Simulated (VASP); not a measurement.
These are RPBE GGA, VASP's PBE PAW potentials (set 64) (plane waves; VASP) values and carry that method's errors.

The input files of a VASP run:

POSCAR:
```
Tl atom
1
   12.0000000000     0.0000000000     0.0000000000
    0.0000000000    12.5000000000     0.0000000000
    0.0000000000     0.0000000000    13.0000000000
Tl
1
Direct
  0.0000000000   0.0000000000   0.0000000000
```

KPOINTS:
```
Automatic mesh
0
Gamma
1 1 1
0 0 0
```

**INCAR**
```
! general
SYSTEM  = Tl atom
PREC    = Normal
ENCUT   = 520
LREAL   = .FALSE.
LASPH   = .TRUE.
ISYM    = 0

! electronic loop
EDIFF   = 1E-6
NELM    = 200
ALGO    = All
LMAXMIX = 4

! smearing
ISMEAR  = 0
SIGMA   = 0.01

! functional
GGA     = RP

! spin
ISPIN   = 2
MAGMOM  = 1
NUPDOWN = 1

! output
LWAVE   = .FALSE.
LCHARG  = .FALSE.
LORBIT  = 10
```

POTCAR, in this order: Tl_d (PBE.64 set). Program: vasp_gam. Read from the step before: WAVECAR.

The resulting files:

File OUTCAR:
```
 ion  position               nearest neighbor table
   1  0.000  0.000  0.000-
 Subroutine IBZKPT returns following result:
 Found      1 irreducible k-points:

 Following reciprocal coordinates:
            Coordinates               Weight
  0.000000  0.000000  0.000000      1.000000
   k-points           NKPTS =      1   k-points in BZ     NKDIM =      1   number of bands    NBANDS=     11
   number of dos      NEDOS =    301   number of ions     NIONS =      1
   total plane-waves  NPLWV = 392000
   dimension x,y,z NGX =    70 NGY =   70 NGZ =   80
   dimension x,y,z NGXF=   140 NGYF=  140 NGZF=  160
   ions per type =               1
   PREC   = normal    normal or accurate (medium, high low for compatibility)
   ISTART =      1    job   : 0-new  1-cont  2-samecut
   ICHARG =      0    charge: 1-file 2-atom 10-const
   ISPIN  =      2    spin polarized calculation?
   LNONCOLLINEAR =      F non collinear calculations
   LSORBIT =      F    spin-orbit coupling
   INIWAV =      1    electr: 0-lowe 1-rand  2-diag
   ENCUT  =  520.0 eV  38.22 Ry    6.18 a.u.  22.31 23.24 24.17*2*pi/ulx,y,z
   NELM   =    200;   NELMIN=  2; NELMDL=  0     # of ELM steps
   EDIFF  = 0.1E-05   stopping-criterion for ELM
   LREAL  =      F    real-space projection
   NLSPLINE    = F    spline interpolate recip. space projectors
   LMAXMIX     =    4 max onsite mixed and CHGCAR
   VOSKOWN=      0    Vosko Wilk Nusair interpolation
   EDIFFG = 0.1E-04   stopping-criterion for IOM
   NSW    =      0    number of steps for IOM
   NBLOCK =      1;   KBLOCK =      1    inner block; outer block
   IBRION =     -1    ionic relax: 0-MD 1-quasi-New 2-CG
   NFREE  =      0    steps in history (QN), initial steepest desc. (CG)
   ISIF   =      2    stress and relaxation
   ISYM   =      0    0-nonsym 1-usesym 2-fastsym
   TEIN   =    0.0    initial temperature
   TEBEG  =    0.0;   TEEND  =   0.0 temperature during run
   SMASS  =  -3.00    Nose mass-parameter (am)
   PSTRESS=    0.0 pullay stress
   NELECT =      13.0000    total number of electrons
...
```

### OSZICAR
```
       N       E                     dE             d eps       ncg     rms           ort
SDA:   1    -0.227907246317E+00   -0.22791E+00    0.00000E+00    11   0.799E-02   0.000E+00
CGA:   2    -0.230007324835E+00   -0.21001E-02   -0.21038E-02    11   0.155E-02  -0.622E-04
CGA:   3    -0.230354419693E+00   -0.34709E-03   -0.34694E-03    11   0.308E-03   0.914E-05
CGA:   4    -0.230470099808E+00   -0.11568E-03   -0.11635E-03    11   0.852E-04  -0.366E-05
CGA:   5    -0.230500914273E+00   -0.30814E-04   -0.31360E-04    11   0.234E-04  -0.371E-05
CGA:   6    -0.230508481045E+00   -0.75668E-05   -0.76189E-05    11   0.505E-05  -0.525E-06
SDA:   7    -0.230510319460E+00   -0.18384E-05   -0.20961E-05    11   0.208E-05  -0.148E-05
CGA:   8    -0.230510813949E+00   -0.49449E-06   -0.50023E-06    11   0.299E-06   0.210E-06
   1 F= -.23051081E+00 E0= -.23051081E+00  d E =-.519165E-38  mag=     1.0000
```

### OUTCAR
```
------------------------ aborting loop because EDIFF is reached ----------------------------------------
  FORCE on cell =-STRESS in cart. coord.  units (eV):
  Direction    XX          YY          ZZ          XY          YZ          ZX
  --------------------------------------------------------------------------------------
  Total       -0.0141394     -0.0156122      0.0058385     -0.0000005     -0.0001987     -0.0000964
  in kB       -0.0116174     -0.0128274      0.0047971     -0.0000004     -0.0001632     -0.0000792
  external PRESSURE =      -0.0065492 kB  Pullay stress =       0.0000000 kB
  volume of cell :     1950.00
      direct lattice vectors                 reciprocal lattice vectors
    12.000000000  0.000000000  0.000000000     0.083333333  0.000000000  0.000000000
     0.000000000 12.500000000  0.000000000     0.000000000  0.080000000  0.000000000
     0.000000000  0.000000000 13.000000000     0.000000000  0.000000000  0.076923077
 POSITION                                       TOTAL-FORCE (eV/Angst)
 -----------------------------------------------------------------------------------
      0.00000      0.00000      0.00000        -0.000000      0.000000      0.000000
 -----------------------------------------------------------------------------------
    total drift:                               -0.000000      0.000000      0.000000
  FREE ENERGIE OF THE ION-ELECTRON SYSTEM (eV)
  ---------------------------------------------------
  free  energy   TOTEN  =        -0.2305108139 eV

  energy  without entropy=       -0.2305108139  energy(sigma->0) =       -0.23051081

 total charge

# of ion       s       p       d       tot
------------------------------------------
    1        1.256   0.226   9.648  11.130

 magnetization (x)

# of ion       s       p       d       tot
------------------------------------------
    1       -0.007   0.226  -0.008   0.212
```
(Selected blocks of OUTCAR.)

The atom may not be in its lowest state.

The cell is a free atom in a box.
